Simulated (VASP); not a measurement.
# TiP5 (F-43m) in VASP: notebook

One crystal, TiP5, is run at these levels: PBE; tasks: single point, relaxation of cell and atoms.

Program: VASP 6.6.1. These are calculated values, not measurements. Logs are shortened: lines on timing, memory, paths and dates and some standing lists are left out, and cuts for length are marked.

**1. The cell of the first run**

Symmetry: F-43m, No. 216, cubic system. The conventional cell has a = 7.066 Å, b = 7.066 Å, c = 7.066 Å, α = 90.00°, β = 90.00°, γ = 90.00°. Around Ti (site symmetry -43m) lie 16 P at 2.93 to 3.06 Å. P (site symmetry -43m) is surrounded by 12 P at 2.93 Å and 4 Ti at 3.06 Å. Around P (site symmetry 3m) lie 6 P at 2.48 to 2.51 Å.

The cell was built by a generator and needn't be a form met in nature.

**2. Single point, PBE (species swapped into the ZrNi5 type (F-43m, No. 216))**

Input file INCAR:

```
PREC = Accurate
ENCUT = 520
EDIFF = 1E-6
ISMEAR = 0
SIGMA = 0.1
LREAL = False
LASPH = True
NELM = 100
ALGO = Normal
ISIF = 2
LWAVE = False
LCHARG = False
GGA = PE
NBANDS = 28
```

Input file KPOINTS:

```
Automatic mesh
0
Gamma
  10 10 10
```

Input file POSCAR:

```
TiP5
1.0
    0.0000000000      3.5329434536      3.5329434536
    3.5329434536      0.0000000000      3.5329434536
    3.5329434536      3.5329434536      0.0000000000
Ti P
1 5
Direct
    0.0000000000      0.0000000000      0.0000000000
    0.7500000000      0.7500000000      0.7500000000
    0.3757627842      0.3757627842      0.8727116474
    0.3757627842      0.8727116474      0.3757627842
    0.8727116474      0.3757627842      0.3757627842
    0.3757627842      0.3757627842      0.3757627842
```

Potentials or basis: VASP PAW PBE potentials, release 64 (Ti_sv, P).

Command:

```bash
$ cat potpaw_PBE.64/Ti_sv/POTCAR potpaw_PBE.64/P/POTCAR > POTCAR
$ mpirun -np 1 vasp_std > vasp.out
```

OUTCAR:

```text
PREC = Accurate
   ENCUT = 520
   EDIFF = 1E-6
   ISMEAR = 0
   LREAL = False
   LASPH = True
   NELM = 100
   ISIF = 2
   GGA = PE

 ion  position               nearest neighbor table
   1  0.000  0.000  0.000-   3 2.93   4 2.93   5 2.93   4 2.93   5 2.93   6 2.93   3 2.93   5 2.93
                             6 2.93   3 2.93   4 2.93   6 2.93
   2  0.750  0.750  0.750-   3 2.93   4 2.93   6 2.93   3 2.93   5 2.93   6 2.93   4 2.93   5 2.93
                             6 2.93   3 2.93   4 2.93   5 2.93
   3  0.376  0.376  0.873-   4 2.48   5 2.48   6 2.48   6 2.51   4 2.51   5 2.51   2 2.93   2 2.93
                             2 2.93   1 2.93   1 2.93   1 2.93
   4  0.376  0.873  0.376-   3 2.48   5 2.48   6 2.48   3 2.51   6 2.51   5 2.51   2 2.93   2 2.93
                             2 2.93   1 2.93   1 2.93   1 2.93
   5  0.873  0.376  0.376-   3 2.48   4 2.48   6 2.48   6 2.51   3 2.51   4 2.51   2 2.93   2 2.93
                             2 2.93   1 2.93   1 2.93   1 2.93
   6  0.376  0.376  0.376-   3 2.48   4 2.48   5 2.48   3 2.51   4 2.51   5 2.51   2 2.93   2 2.93
                             2 2.93   1 2.93   1 2.93   1 2.93

  LATTYP: Found a face centered cubic cell.
 ALAT       =     7.0658869072

  Lattice vectors:

 A1 = (   0.0000000000,   3.5329434536,   3.5329434536)
 A2 = (   3.5329434536,   0.0000000000,   3.5329434536)
 A3 = (   3.5329434536,   3.5329434536,   0.0000000000)

Analysis of symmetry for initial positions (statically):
=====================================================================
 Subroutine PRICEL returns:
 Original cell was already a primitive cell.

 Routine SETGRP: Setting up the symmetry group for a
 face centered cubic supercell.

 Subroutine GETGRP returns: Found 24 space group operations
 (whereof 24 operations were pure point group operations)
 out of a pool of 48 trial point group operations.

The static configuration has the point symmetry T_d .

Analysis of symmetry for dynamics (positions and initial velocities):
=====================================================================
 Subroutine PRICEL returns:
 Original cell was already a primitive cell.

 Routine SETGRP: Setting up the symmetry group for a
 face centered cubic supercell.

 Subroutine GETGRP returns: Found 24 space group operations
 (whereof 24 operations were pure point group operations)
 out of a pool of 48 trial point group operations.

The dynamic configuration has the point symmetry T_d .

 Subroutine INISYM returns: Found 24 space group operations
 (whereof 24 operations are pure point group operations),
 and found     1 'primitive' translations

----------------------------------------------------------------------------------------

                                     Primitive cell

  volume of cell :      88.1942

  direct lattice vectors                    reciprocal lattice vectors
     0.000000000  3.532943454  3.532943454    -0.141525050  0.141525050  0.141525050
     3.532943454  0.000000000  3.532943454     0.141525050 -0.141525050  0.141525050
     3.532943454  3.532943454  0.000000000     0.141525050  0.141525050 -0.141525050

  length of vectors
     4.996336547  4.996336547  4.996336547     0.245128578  0.245128578  0.245128578

  position of ions in fractional coordinates (direct lattice)
     0.000000000  0.000000000  0.000000000
     0.750000000  0.750000000  0.750000000
     0.375762784  0.375762784  0.872711647
     0.375762784  0.872711647  0.375762784
     0.872711647  0.375762784  0.375762784
     0.375762784  0.375762784  0.375762784

  ion indices of the primitive-cell ions
   primitive index   ion index
                 1           1
                 2           2
                 3           3
                 4           4
                 5           5
                 6           6

----------------------------------------------------------------------------------------

 KPOINTS: Automatic mesh

Automatic generation of k-mesh.
 Grid dimensions read from file:
 generate k-points for:   10   10   10

 Generating k-lattice:

  Cartesian coordinates                     Fractional coordinates (reciprocal lattice)
    -0.014152505  0.014152505  0.014152505     0.100000000  0.000000000  0.000000000
     0.014152505 -0.014152505  0.014152505     0.000000000  0.100000000  0.000000000
     0.014152505  0.014152505 -0.014152505     0.000000000  0.000000000  0.100000000

  Length of vectors
     0.024512858  0.024512858  0.024512858

  Shift w.r.t. Gamma in fractional coordinates (k-lattice)
     0.000000000  0.000000000  0.000000000

 Subroutine IBZKPT returns following result:
 ===========================================

 Found     47 irreducible k-points:

 Following reciprocal coordinates:
            Coordinates               Weight
  0.000000  0.000000  0.000000      1.000000
  0.100000  0.000000  0.000000      8.000000
  0.200000  0.000000  0.000000      8.000000
  0.300000  0.000000  0.000000      8.000000
  0.400000  0.000000  0.000000      8.000000
  0.500000  0.000000  0.000000      4.000000
[... 16 lines left out ...]
  0.300000  0.300000  0.000000      6.000000
  0.400000  0.300000  0.000000     24.000000
 [... further k-points ...]
   k-points           NKPTS =     47   k-points in BZ     NKDIM =     47   number of bands    NBANDS=     28
   number of dos      NEDOS =    301   number of ions     NIONS =      6
   total plane-waves  NPLWV =  64000
   dimension x,y,z NGX =    40 NGY =   40 NGZ =   40
   dimension x,y,z NGXF=    80 NGYF=   80 NGZF=   80
   ions per type =               1   5
   NGX,Y,Z   is equivalent  to a cutoff of  13.31, 13.31, 13.31 a.u.
   NGXF,Y,Z  is equivalent  to a cutoff of  26.62, 26.62, 26.62 a.u.
 SYSTEM =  unknown system
   PREC   = accura    normal or accurate (medium, high low for compatibility)
   ISTART =      0    job   : 0-new  1-cont  2-samecut
   ICHARG =      2    charge: 1-file 2-atom 10-const
   ISPIN  =      1    spin polarized calculation?
   LNONCOLLINEAR =      F non collinear calculations
   LSORBIT =      F    spin-orbit coupling
   LASPH  =      T    aspherical Exc in radial PAW
   ENCUT  =  520.0 eV  38.22 Ry    6.18 a.u.   9.29  9.29  9.29*2*pi/ulx,y,z
   NELM   =    100;   NELMIN=  2; NELMDL= -5     # of ELM steps
   EDIFF  = 0.1E-05   stopping-criterion for ELM
   LREAL  =      F    real-space projection
   EDIFFG = 0.1E-04   stopping-criterion for IOM
   NSW    =      0    number of steps for IOM
   IBRION =     -1    ionic relax: 0-MD 1-quasi-New 2-CG
   NFREE  =      0    steps in history (QN), initial steepest desc. (CG)
   ISIF   =      2    stress and relaxation
   ISYM   =      2    0-nonsym 1-usesym 2-fastsym
   POTIM  = 0.5000    time-step for ionic-motion
   TEBEG  =    0.0;   TEEND  =   0.0 temperature during run
   PSTRESS=    0.0 pullay stress
   NELECT =      37.0000    total number of electrons
   NUPDOWN=      -1.0000    fix difference up-down
   EMIN   =  10.00;   EMAX   =-10.00  energy-range for DOS
   EFERMI =   0.00;   METHOD = LEGACY
   ISMEAR =     0;   SIGMA  =   0.10  broadening in eV -4-tet -1-fermi 0-gaus
   EFERMI_NEDOS =   21; number of points for ismear=-14 and -15
   IALGO  =     38    algorithm
   IMIX   =      4    mixing-type and parameters
     AMIX     =   0.40;   BMIX     =  1.00
     AMIX_MAG =   1.60;   BMIX_MAG =  1.00
  volume/ion in A,a.u.               =      14.70        99.19
  Fermi-wavevector in a.u.,A,eV,Ry     =   1.225543  2.315941 20.435363  1.501957
  Thomas-Fermi vector in A             =   2.360577
   LORBIT       =      0    0 simple, 1 ext, 2 COOP (PROOUT), +10 PAW based schemes
   GGA     = PE    functional components
   LHFCALC =     F    Hartree Fock is set to
   AEXX    =    0.0000 exact exchange contribution
   IVDW    =     0    specifies the selected vdW correction
   LEPSILON=     F    determine dielectric tensor
   LRPA    =     F    only Hartree local field effects (RPA)
 non-spin polarized calculation
 Gauss-broadening in eV      SIGMA  =   0.10
  energy-cutoff  :      520.00
  volume of cell :       88.19
 maximum number of plane-waves:      2421
 NGX is ok and might be reduce to    40
   NGX = 19   NGY = 19   NGZ = 19

 number of electron      37.0000007 magnetization

 Free energy of the ion-electron system (eV)
  ---------------------------------------------------
  ext. energy  EPLUGINS =         0.00000000
  ---------------------------------------------------
  free energy    TOTEN  =       -32.29828168 eV

  energy without entropy =      -32.28180585  energy(sigma->0) =      -32.29004377

 E-fermi :  10.1020     XC(G=0): -11.5238

 val. band max:       10.0937350249   @ k =   0.5000   0.2000   0.1000
 cond. band min:      10.1172049377   @ k =   0.5000   0.3000   0.0000
 fundamental gap:      0.0234699128
 Fermi energy:        10.1020359527

 k-point     1 :       0.0000    0.0000    0.0000
  band No.  band energies     occupation
      1     -47.6891      2.00000
      2     -23.9428      2.00000
      3     -23.9428      2.00000
      4     -23.9428      2.00000
      5      -6.3610      2.00000
      6       0.3921      2.00000
[... 20 lines left out ...]
     27      14.5783      0.00000
     28      15.5368      0.00000

 k-point     2 :       0.1000    0.0000    0.0000
  band No.  band energies     occupation
      1     -47.6891      2.00000
      2     -23.9430      2.00000
      3     -23.9428      2.00000
      4     -23.9428      2.00000
      5      -6.2869      2.00000
      6      -0.2373      2.00000
[... 20 lines left out ...]
     27      14.5981      0.00000
     28      14.7716      0.00000

 k-point     3 :       0.2000    0.0000    0.0000
  band No.  band energies     occupation
      1     -47.6891      2.00000
      2     -23.9437      2.00000
      3     -23.9429      2.00000
      4     -23.9429      2.00000
      5      -6.0692      2.00000
      6      -1.2619      2.00000
[... 616 lines left out ...]
      3     -23.9434      2.00000
      4     -23.9434      2.00000
      5      -5.4951      2.00000
      6      -2.2648      2.00000
[... 20 lines left out ...]
     27      12.9079      0.00000
     28      14.3211      0.00000

 k-point    24 :       0.4000    0.3000    0.0000
  band No.  band energies     occupation
      1     -47.6891      2.00000
      2     -23.9449      2.00000
      3     -23.9436      2.00000
      4     -23.9436      2.00000
      5      -5.1599      2.00000
      6      -2.7892      2.00000
[... 20 lines left out ...]
     27      12.7914      0.00000
     28      14.3731      0.00000

 [... further k-points ...]

------------------------ aborting loop because EDIFF is reached ----------------------------------------

  FORCE on cell =-STRESS in cart. coord.  units (eV):
  Direction    XX          YY          ZZ          XY          YZ          ZX
  --------------------------------------------------------------------------------------
  -------------------------------------------------------------------------------------
  Total       -0.1001299     -0.1001299     -0.1001299      0.0000000      0.0000000      0.0000000
  in kB       -1.8190065     -1.8190065     -1.8190065      0.0000000      0.0000000      0.0000000
  external PRESSURE =      -1.8190065 kB  Pullay stress =       0.0000000 kB

 VOLUME and BASIS-vectors are now :
 -----------------------------------------------------------------------------
  energy-cutoff  :      520.00
  volume of cell :       88.19
      direct lattice vectors                 reciprocal lattice vectors
     0.000000000  3.532943454  3.532943454    -0.141525050  0.141525050  0.141525050
     3.532943454  0.000000000  3.532943454     0.141525050 -0.141525050  0.141525050
     3.532943454  3.532943454  0.000000000     0.141525050  0.141525050 -0.141525050

 POSITION                                       TOTAL-FORCE (eV/Angst)
 -----------------------------------------------------------------------------------
      0.00000      0.00000      0.00000         0.000000      0.000000      0.000000
      5.29942      5.29942      5.29942         0.000000      0.000000      0.000000
      4.41079      4.41079      2.65510        -0.003820     -0.003820      0.003820
      4.41079      2.65510      4.41079        -0.003820      0.003820     -0.003820
      2.65510      4.41079      4.41079         0.003820     -0.003820     -0.003820
      2.65510      2.65510      2.65510         0.003820      0.003820      0.003820
 -----------------------------------------------------------------------------------
    total drift:                               -0.000000     -0.000000     -0.000000

  FREE ENERGIE OF THE ION-ELECTRON SYSTEM (eV)
  ---------------------------------------------------
  free  energy   TOTEN  =       -32.2982816836 eV

  energy  without entropy=      -32.2818058505  energy(sigma->0) =      -32.29004377
```

It took 74 s on 1 thread of Intel Xeon Platinum 8488C (Sapphire Rapids), shared host; peak memory 0.29 GiB.

What came out:

```
Free energy            : -32.2983 eV
Pressure               : -0.2 GPa
Largest force          : 0.007 eV/Å
Band gap on the k mesh : none (metal or under the smearing width)
```

Forces on the atoms (eV/Å):
```
Ti   0.000  0.000  0.000
P    0.000  0.000  0.000
P   -0.004 -0.004  0.004
P   -0.004  0.004 -0.004
P    0.004 -0.004 -0.004
P    0.004  0.004  0.004
```

(Part 1 of 2 ends here.)
